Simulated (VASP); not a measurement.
These are PBEsol GGA, VASP's PBE PAW potentials (set 64) (plane waves; VASP 6.6.1) values and carry that method's errors.

The input files of a VASP run:

**INCAR**
```
ALGO = Normal
EDIFF = 1E-7
ENCUT = 480
GGA = PS
ISIF = 2
ISMEAR = 1
LASPH = .True.
LCHARG = .False.
LMAXMIX = 6
LREAL = .False.
LWAVE = .False.
NELM = 100
PREC = Accurate
SIGMA = 0.1
SYSTEM = EuGe2
```

KPOINTS:
```
Automatic mesh
0
Gamma
8 8 8
0 0 0
```

POSCAR:
```
EuGe2
1
    4.2954688620     0.0000000000     0.0000000000
   -2.1477344311     3.7199849491     0.0000000000
    0.0000000000     0.0000000000     4.0670513003
Eu Ge
1 2
Direct
 -0.0232803457   1.0000000000   0.0000000000
  0.6666670000   0.3333330000   0.5190399076
  0.3333330000   0.6666670000   0.4809600924
```

POTCAR, in this order: Eu_2 Ge_d (PBE.64 set). Program: vasp_std.

The run wrote:

**OUTCAR**
```
 ion  position               nearest neighbor table
   1  0.977  0.000  0.000-   2 3.09   3 3.09   3 3.16   2 3.16   2 3.19   3 3.19   3 3.23   2 3.23
                             3 3.26   2 3.26   3 3.32   2 3.32
   2  0.667  0.333  0.519-   3 2.48   3 2.48   3 2.48   1 3.09   1 3.16   1 3.19   1 3.23   1 3.26
                             1 3.32
   3  0.333  0.667  0.481-   2 2.48   2 2.48   2 2.48   1 3.09   1 3.16   1 3.19   1 3.23   1 3.26
                             1 3.32
  LATTYP: Found a hexagonal cell.
 ALAT       =     4.2954688620
 C/A-ratio  =     0.9468236020
 Subroutine PRICEL returns:
 Original cell was already a primitive cell.
 Subroutine GETGRP returns: Found  2 space group operations
The static configuration has the point symmetry C_2 .
The dynamic configuration has the point symmetry C_2 .
 Subroutine INISYM returns: Found  2 space group operations
 Subroutine IBZKPT returns following result:
 Found    150 irreducible k-points:

 Following reciprocal coordinates:
            Coordinates               Weight
  0.000000  0.000000  0.000000      1.000000
  0.125000  0.000000  0.000000      4.000000
  0.000000  0.125000  0.000000      2.000000
  0.250000  0.000000  0.000000      4.000000
...
```

OSZICAR:
```
       N       E                     dE             d eps       ncg     rms          rms(c)
DAV:   1     0.262429341135E+03    0.26243E+03   -0.17091E+04  6864   0.346E+03
DAV:   2     0.242712159211E+02   -0.23816E+03   -0.23537E+03  8178   0.676E+02
DAV:   3    -0.125953398237E+02   -0.36867E+02   -0.36309E+02  9536   0.177E+02
DAV:   4    -0.140184379070E+02   -0.14231E+01   -0.13777E+01  8406   0.366E+01
DAV:   5    -0.140736074165E+02   -0.55170E-01   -0.55115E-01  9658   0.840E+00    0.148E+01
DAV:   6    -0.140378232022E+02    0.35784E-01   -0.78038E-02 10180   0.478E+00    0.871E+00
DAV:   7    -0.140300356785E+02    0.77875E-02   -0.56313E-02 10538   0.333E+00    0.336E-01
DAV:   8    -0.140292060367E+02    0.82964E-03   -0.81077E-03  8084   0.162E+00    0.966E-02
DAV:   9    -0.140291979438E+02    0.80929E-05   -0.83006E-04 10568   0.309E-01    0.258E-02
DAV:  10    -0.140291980599E+02   -0.11608E-06   -0.41419E-05  9044   0.686E-02    0.138E-02
DAV:  11    -0.140291980685E+02   -0.85802E-08   -0.35498E-06  9626   0.202E-02    0.574E-03
DAV:  12    -0.140291980336E+02    0.34883E-07   -0.58493E-07  7306   0.105E-02
   1 F= -.14029198E+02 E0= -.14029190E+02  d E =-.227581E-04
```

**OUTCAR**
```
------------------------ aborting loop because EDIFF is reached ----------------------------------------
  FORCE on cell =-STRESS in cart. coord.  units (eV):
  Direction    XX          YY          ZZ          XY          YZ          ZX
  --------------------------------------------------------------------------------------
  Total        0.1693818      0.0812744      0.0768027     -0.0000000     -0.0103330      0.0000000
  in kB        4.1758610      2.0037004      1.8934574     -0.0000000     -0.2547442      0.0000000
  external PRESSURE =       2.6910063 kB  Pullay stress =       0.0000000 kB
  volume of cell :       64.99
      direct lattice vectors                 reciprocal lattice vectors
     4.295468862  0.000000000  0.000000000     0.232803457  0.134409146  0.000000000
    -2.147734431  3.719984949  0.000000000     0.000000000  0.268818292  0.000000000
     0.000000000  0.000000000  4.067051300     0.000000000  0.000000000  0.245878384
 POSITION                                       TOTAL-FORCE (eV/Angst)
 -----------------------------------------------------------------------------------
      4.19547      0.00000      0.00000         0.357584      0.000000      0.000000
      2.14774      1.23999      2.11096        -0.178792      0.021430      0.001004
     -0.00000      2.47999      1.95609        -0.178792     -0.021430     -0.001004
 -----------------------------------------------------------------------------------
    total drift:                                0.000286     -0.000024      0.000000
  FREE ENERGIE OF THE ION-ELECTRON SYSTEM (eV)
  ---------------------------------------------------
  free  energy   TOTEN  =       -14.0291980336 eV

  energy  without entropy=      -14.0291752755  energy(sigma->0) =      -14.02919045
```
(Selected blocks of OUTCAR.)

The 4f electrons are frozen in the core of the lanthanide potential, so 4f levels, which can set the real gap, and their magnetism are missing.

The structure comes from a computed database's EuGe2 entry (P-3m1); how it stands against other phases isn't given here. This cell was strained or had an atom moved on purpose.
